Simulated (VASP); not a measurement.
OSZICAR of a VASP run on NaI (rock salt):

File OSZICAR:
```
       N       E                     dE             d eps       ncg     rms          rms(c)
DAV:   1     0.754203337820E+02    0.75420E+02   -0.69039E+03   352   0.115E+03
DAV:   2     0.991032227646E+00   -0.74429E+02   -0.70060E+02   374   0.225E+02
DAV:   3    -0.532369214283E+01   -0.63147E+01   -0.62765E+01   424   0.682E+01
DAV:   4    -0.550112673743E+01   -0.17743E+00   -0.17732E+00   426   0.126E+01
DAV:   5    -0.550657623551E+01   -0.54495E-02   -0.54494E-02   414   0.223E+00    0.176E+00
DAV:   6    -0.544805904700E+01    0.58517E-01   -0.83411E-02   412   0.179E+00    0.117E+00
DAV:   7    -0.543980316500E+01    0.82559E-02   -0.70596E-02   403   0.160E+00    0.561E-01
DAV:   8    -0.544159266510E+01   -0.17895E-02   -0.48339E-03   358   0.664E-01    0.159E-01
DAV:   9    -0.544156987616E+01    0.22789E-04   -0.14237E-04   409   0.124E-01    0.580E-02
DAV:  10    -0.544158085243E+01   -0.10976E-04   -0.45722E-05   403   0.784E-02    0.102E-02
DAV:  11    -0.544157998785E+01    0.86457E-06   -0.48459E-06   379   0.246E-02
   1 F= -.54415800E+01 E0= -.54415800E+01  d E =-.544158E+01
```

### Question
Which electronic solver shows in the log?

### Answer
It is blocked Davidson (ALGO = Normal, or the opening steps of other solvers). The INCAR had ALGO = Normal.

### Question
Can the final energy be trusted as converged?

### Answer
Self-consistency was reached. It stopped with EDIFF = 1E-6, NELM = 100, NSW = 60 and EDIFFG = -0.01 after 1 ionic step (PW91 GGA, plane waves, VASP's PBE PAW potentials (set 64)).

The compound is NaI in the rock salt structure. It was relaxed first. The start is the result of an earlier pass.
